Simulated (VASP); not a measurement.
Consider the following.

```yaml
crystal:
  lattice:
    - [3.85242, 0.00000, 0.00000]
    - [0.00000, 5.44815, 0.00000]
    - [0.00000, 0.00000, 26.52472]
  atoms:
    - { symbol: Mg, position: [0.00000, 0.00000, 0.33005] }
    - { symbol: Mg, position: [0.50000, 0.50000, 0.38167] }
    - { symbol: Mg, position: [0.00000, 0.00000, 0.46990] }
    - { symbol: Mg, position: [0.50000, 0.50000, 0.53010] }
    - { symbol: Mg, position: [0.00000, 0.00000, 0.61833] }
    - { symbol: Mg, position: [0.50000, 0.50000, 0.66995] }
    - { symbol: Se, position: [0.50000, 0.00000, 0.39362] }
    - { symbol: Se, position: [0.00000, 0.50000, 0.31432] }
    - { symbol: Se, position: [0.50000, 0.00000, 0.53869] }
    - { symbol: Se, position: [0.00000, 0.50000, 0.46131] }
    - { symbol: Se, position: [0.50000, 0.00000, 0.68568] }
    - { symbol: Se, position: [0.00000, 0.50000, 0.60638] }
```

Calculation: PBEsol GGA, VASP's PBE PAW potentials (set 64) (plane waves; VASP). Numerical set-up: PREC = Normal, 400 eV cut-off, 5×4×1 Γ-centred mesh, Gaussian smearing of 0.050 eV, potentials Mg Se.

Question: Predict the energy per atom (σ→0), band gap (on the k-mesh) with the smallest direct gap where there is one.

Answer: 
- band gap (on the k-mesh): 1.17 eV
- smallest direct gap (on the k-mesh): 1.17 eV
- energy per atom (σ→0): -3.875 eV/atom

The absolute energy has meaning only against runs of the same code, potentials and settings.

The cell is a thin slab with vacuum, built from MgSe (rock salt): (110) face.
